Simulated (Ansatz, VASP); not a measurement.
# TaN (TaN (P-62m)): VASP beside Ansatz

Wanted: the spread between two codes on one cell, functional and k mesh. The cell is taken from a series of runs on this material, whose earlier steps may have relaxed, scaled, displaced or heated it; both programs get it as it stands.

Calculated with Ansatz 0.2.0; plane waves, with VASP 6.6.1 beside it; relaxation of cell and atoms at r2SCAN.

**1. Starting point**

The structure is hexagonal, space group P-62m (No. 189). Conventional cell: a = 5.208 Å, b = 5.208 Å, c = 2.915 Å, α = 90.00°, β = 90.00°, γ = 120.00°. Nearest to Ta lie 3 N at 2.04 Å. Nearest to Ta lie 6 N at 2.17 Å. Nearest to N lie 5 Ta at 2.04 to 2.17 Å. Farther neighbours and most contacts between anions are not listed.

**2. VASP: relaxation of cell and atoms, r2SCAN**

The relaxed volume is the usual yardstick between codes: in a stiff, nearly cubic crystal its relative difference is about their pressure difference at one cell divided by the bulk modulus.

Lines of VASP's logs that name or quote its potential files are left out, and so is its time.

INCAR reads:

```
SYSTEM = TaN
PREC = Accurate
ENCUT = 660
EDIFF = 1E-07
NELM = 120
ISMEAR = -1
SIGMA = 0.05
LREAL = .FALSE.
ALGO = Normal
METAGGA = R2SCAN
LASPH = .TRUE.
NBANDS = 30
LORBIT = 11
LWAVE = .FALSE.
LCHARG = .FALSE.
ISIF = 3
IBRION = 2
NSW = 80
EDIFFG = -0.005
GGA_COMPAT = .FALSE.
NELMIN = 4
LMIXTAU = .TRUE.
KPAR = 2
```

POSCAR reads:

```
TaN
1.0
    5.2084950000      0.0000000000      0.0000000000
   -2.6042480000      4.5106890000      0.0000000000
    0.0000000000      0.0000000000      2.9147480000
Ta N
3 3
Direct
    0.0000000000      0.0000000000      0.0000000000
    0.3333333973      0.6666666667      0.5000000000
    0.6666667947      0.3333333333      0.5000000000
    0.3923922361      0.0000000000      0.0000000000
    0.6076078602      0.6076078400      0.0000000000
    0.0000000956      0.3923921600      0.0000000000
```

KPOINTS reads:

```
Automatic mesh
0
Gamma
9 9 13
0 0 0
```

Potentials, in the order of the species: Ta_pv and N (PBE family, release 64).

The run is started by

```
$ mpirun -np 2 vasp_std
```

Numbers of over 12 decimals in the logs are rounded to 6 here.

Log:

```text
[banner, memory and clock lines left out]
running    2 mpi-ranks, on    1 nodes
 distrk:  each k-point on    1 cores,    2 groups
 distr:  one band on    1 cores,    1 groups

 POSCAR found type information on POSCAR TaN
 POSCAR found :  2 types and       6 ions
|                                                                             |
|               ----> ADVICE to this user running VASP <----                  |
|                                                                             |
|     You enforced a specific xc type in the INCAR file but a different       |
|     [... a line on the potential file left out ...]
|     I HOPE YOU KNOW WHAT YOU ARE DOING!                                     |
|                                                                             |

 LDA part: xc-table for (None), standard interpolation
 POSCAR, INCAR and KPOINTS ok, starting setup
 FFT: planning ... GRIDC
 FFT: planning ... GRID_SOFT
 FFT: planning ... GRID
 WAVECAR not read
 entering main loop
       N       E                     dE             d eps       ncg     rms          rms(c)
DAV:   1     0.391900367255E+03    0.39190E+03   -0.31128E+04  5040   0.207E+03
DAV:   2    -0.166721409953E+03   -0.55862E+03   -0.53850E+03  5716   0.559E+02
DAV:   3    -0.203673803431E+03   -0.36952E+02   -0.36238E+02  6284   0.139E+02
DAV:   4    -0.204455994070E+03   -0.78219E+00   -0.77483E+00  6280   0.193E+01
DAV:   5    -0.204474111483E+03   -0.18117E-01   -0.18087E-01  6350   0.246E+00    0.444E+01
DAV:   6    -0.181399226983E+03    0.23075E+02   -0.48583E+01  6764   0.453E+01    0.182E+01
DAV:   7    -0.180587613252E+03    0.81161E+00   -0.31658E+00  6088   0.120E+01    0.828E+00
DAV:   8    -0.181891053390E+03   -0.13034E+01   -0.16661E+00  5712   0.996E+00    0.264E+00
DAV:   9    -0.181259981888E+03    0.63107E+00   -0.76809E-01  5760   0.800E+00    0.591E-01
DAV:  10    -0.181306253400E+03   -0.46272E-01   -0.56307E-02  6026   0.199E+00    0.518E-01
DAV:  11    -0.181278307961E+03    0.27945E-01   -0.26233E-02  5924   0.127E+00    0.205E-01
DAV:  12    -0.181318419086E+03   -0.40111E-01   -0.22983E-02  5754   0.139E+00    0.121E-01
DAV:  13    -0.181317340050E+03    0.10790E-02   -0.35775E-03  6362   0.413E-01    0.591E-02
DAV:  14    -0.181317824909E+03   -0.48486E-03   -0.16541E-04  6038   0.109E-01    0.486E-02
DAV:  15    -0.181318424561E+03   -0.59965E-03   -0.88396E-05  6000   0.709E-02    0.343E-02
DAV:  16    -0.181318717839E+03   -0.29328E-03   -0.12743E-04  5850   0.880E-02    0.626E-03
DAV:  17    -0.181318716221E+03    0.16184E-05   -0.99233E-06  6260   0.272E-02    0.432E-03
DAV:  18    -0.181318717806E+03   -0.15853E-05   -0.49817E-06  5910   0.181E-02    0.321E-03
DAV:  19    -0.181318719333E+03   -0.15262E-05   -0.14202E-06  5360   0.869E-03    0.965E-04
DAV:  20    -0.181318719878E+03   -0.54512E-06   -0.35332E-07  5172   0.465E-03    0.376E-04
DAV:  21    -0.181318719718E+03    0.15959E-06   -0.18213E-08  3702   0.144E-03    0.196E-04
DAV:  22    -0.181318719792E+03   -0.73613E-07   -0.32326E-09  3558   0.524E-04
   1 F= -.18131872E+03 E0= -.18131650E+03  d E =-.181319E+03
[...]
2 F= -.18131879E+03 E0= -.18131659E+03  d E =-.747319E-04
[...]
3 F= -.18131881E+03 E0= -.18131660E+03  d E =-.898039E-04
[...]
4 F= -.18131882E+03 E0= -.18131661E+03  d E =-.755002E-05
 trial-energy change:   -0.000008  1 .order   -0.000008   -0.000033    0.000016
 step:   0.6108(harm=  0.6282)  dis= 0.00037  next Energy=  -181.318820 (dE=-0.105E-04)
 bond charge predicted
       N       E                     dE             d eps       ncg     rms          rms(c)
DAV:   1    -0.181318823673E+03   -0.66055E-05   -0.85951E-04  5052   0.213E-01    0.256E-02
DAV:   2    -0.181318821297E+03    0.23765E-05   -0.19520E-05  6202   0.304E-02    0.132E-02
DAV:   3    -0.181318819033E+03    0.22636E-05   -0.50889E-06  5470   0.178E-02    0.277E-03
DAV:   4    -0.181318820147E+03   -0.11135E-05   -0.74980E-07  5214   0.751E-03    0.180E-03
DAV:   5    -0.181318819440E+03    0.70675E-06   -0.39251E-07  5016   0.545E-03    0.119E-03
DAV:   6    -0.181318820068E+03   -0.62756E-06   -0.75134E-08  2820   0.233E-03    0.355E-04
DAV:   7    -0.181318820119E+03   -0.51425E-07   -0.19797E-08  2676   0.117E-03
   5 F= -.18131882E+03 E0= -.18131661E+03  d E =-.105235E-04
 curvature:  -0.36 expect dE=-0.335E-05 dE for cont linesearch -0.830E-08
 trial: gam= 0.23133 g(F)=  0.197E-05 g(S)=  0.737E-05 ort = 0.961E-06 (trialstep = 0.876E+00)
 search vector abs. value=  0.119E-04
 reached required accuracy - stopping structural energy minimisation
```

OUTCAR, selected parts (step 2):

```text
ion  position               nearest neighbor table
   1  0.000  0.000  0.000-   6 2.04   5 2.04   4 2.04   3 3.34   3 3.34   2 3.34   2 3.34   2 3.34
                             2 3.34   3 3.34   3 3.34   2 3.34   2 3.34   3 3.34   3 3.34
   2  0.333  0.667  0.500-   5 2.17   5 2.17   6 2.17   6 2.17   4 2.17   4 2.17   3 3.01   3 3.01
                             3 3.01   1 3.34   1 3.34   1 3.34   1 3.34   1 3.34   1 3.34
   3  0.667  0.333  0.500-   6 2.17   6 2.17   4 2.17   4 2.17   5 2.17   5 2.17   2 3.01   2 3.01
                             2 3.01   1 3.34   1 3.34   1 3.34   1 3.34   1 3.34   1 3.34
   4  0.392  0.000  0.000-   1 2.04   2 2.17   2 2.17   3 2.17   3 2.17
   5  0.608  0.608  0.000-   1 2.04   2 2.17   2 2.17   3 2.17   3 2.17
   6  0.000  0.392  0.000-   1 2.04   3 2.17   3 2.17   2 2.17   2 2.17

  LATTYP: Found a hexagonal cell.
 ALAT       =     5.2084950000
 C/A-ratio  =     0.5596142456

 Subroutine GETGRP returns: Found 12 space group operations
 (whereof 12 operations were pure point group operations)

The static configuration has the point symmetry D_3h.

 Found     84 irreducible k-points:

   k-points           NKPTS =     84   k-points in BZ     NKDIM =     84   number of bands    NBANDS=     30

   dimension x,y,z NGX =    48 NGY =   48 NGZ =   24
   dimension x,y,z NGXF=    96 NGYF=   96 NGZF=   48

   ENCUT  =  660.0 eV  48.51 Ry    6.96 a.u.  10.91 10.91  6.11*2*pi/ulx,y,z

   NELECT =      48.0000    total number of electrons

 k-points in reciprocal lattice and weights: Automatic mesh
   0.00000000  0.00000000  0.00000000       0.001
   0.11111111  0.00000000  0.00000000       0.006
   0.22222222  0.00000000  0.00000000       0.006
   0.33333333  0.00000000  0.00000000       0.006
   0.44444444  0.00000000  0.00000000       0.006
   0.11111111  0.11111111  0.00000000       0.006
   0.22222222  0.11111111  0.00000000       0.011
   0.33333333  0.11111111  0.00000000       0.011
   0.44444444  0.11111111  0.00000000       0.006
[...]
0.33333333  0.22222222  0.46153846       0.023
   0.33333333  0.33333333  0.46153846       0.004

 average (electrostatic) potential at core
       1 -41.0771       2 -41.7540       3 -41.7540       4 -64.7838       5 -64.7838
       6 -64.7838

 E-fermi :   8.3306

 k-point     1 :       0.0000    0.0000    0.0000
  band No.  band energies     occupation
    ...
     21       3.6821      2.00000
     22       4.7092      2.00000
     23       6.2720      2.00000
     24       7.3051      2.00000
     25       7.3051      2.00000
     26       9.0070      0.00000
     27       9.0070      0.00000
     28      10.1291      0.00000
     29      10.3229      0.00000
     30      10.3229      0.00000

 k-point     2 :       0.1111    0.0000    0.0000
  band No.  band energies     occupation
    ...
     21       3.9180      2.00000
     22       4.5839      2.00000
     23       5.8091      2.00000
     24       7.2112      2.00000
     25       7.9007      1.99963
     26       9.1058      0.00000
     27       9.1610      0.00000
     28       9.6363      0.00000
     29      10.3687      0.00000
     30      10.9290      0.00000

 k-point     3 :       0.2222    0.0000    0.0000
  band No.  band energies     occupation
    ...
     20       3.3174      2.00000
     21       4.2128      2.00000
     22       4.2596      2.00000
     23       5.2350      2.00000
     24       6.8812      2.00000
     25       8.7856      0.00022
     26       9.3790      0.00000
     27       9.4711      0.00000
     28       9.5918      0.00000
     29      10.4811      0.00000
    ...

  Total       -0.0210226     -0.0210226     -0.0057424      0.0000000      0.0000000      0.0000000
  in kB       -0.4917460     -0.4917460     -0.1343214      0.0000001      0.0000000      0.0000000
  external PRESSURE =      -0.3726044 kB  Pullay stress =       0.0000000 kB

  energy-cutoff  :      660.00
  volume of cell :       68.49
      direct lattice vectors                 reciprocal lattice vectors
     5.210623959 -0.000000000  0.000000000     0.191915596  0.110802542 -0.000000000
    -2.605312480  4.512532732  0.000000000     0.000000000  0.221605041 -0.000000000
    -0.000000000  0.000000000  2.913034163    -0.000000000 -0.000000000  0.343284680

 POSITION                                       TOTAL-FORCE (eV/Angst)
 -----------------------------------------------------------------------------------
      0.00000      0.00000      0.00000         0.000000      0.000000     -0.000000
     -0.00000      3.00836      1.45652         0.000000      0.000000     -0.000000
      2.60531      1.50418      1.45652         0.000000      0.000000     -0.000000
      2.04342     -0.00000      0.00000        -0.003685      0.000000      0.000000
      1.58360      2.74288      0.00000         0.001842      0.003191      0.000000
     -1.02171      1.76965      0.00000         0.001842     -0.003191     -0.000000
 -----------------------------------------------------------------------------------
    total drift:                               -0.000892     -0.000001      0.000000

  FREE ENERGIE OF THE ION-ELECTRON SYSTEM (eV)
  ---------------------------------------------------
  free  energy   TOTEN  =      -181.3188201191 eV

  energy  without entropy=     -181.3144045605  energy(sigma->0) =     -181.31661234

 reached required accuracy - stopping structural energy minimisation

 total charge
# of ion       s       p       d       tot
------------------------------------------
    1        0.345   6.225   2.408   8.978
    2        0.300   6.262   2.364   8.926
    3        0.300   6.262   2.364   8.926
    4        1.247   2.581   0.000   3.829
    5        1.247   2.581   0.000   3.829
    6        1.247   2.581   0.000   3.829
--------------------------------------------------
tot          4.686  26.492   7.137  38.315

[... 3 further parts left out ...]
```

The run keeps the 12 symmetry operations of its start, so it cannot find a distortion of lower symmetry.

[end of part 1 of 2]

[Lines on the potential files, build, host, timing and source positions are cut from VASP's logs without a mark.]

[Logs are printed without paths, hosts, clocks, repeated set-up lines and the standing remarks that a program may print on its own settings, such as how far it seeks lower states.]

[Hosts, paths, dates, database ids (printed as entryN), source tags and the programs' standing remarks are cut or masked in the printed files.]
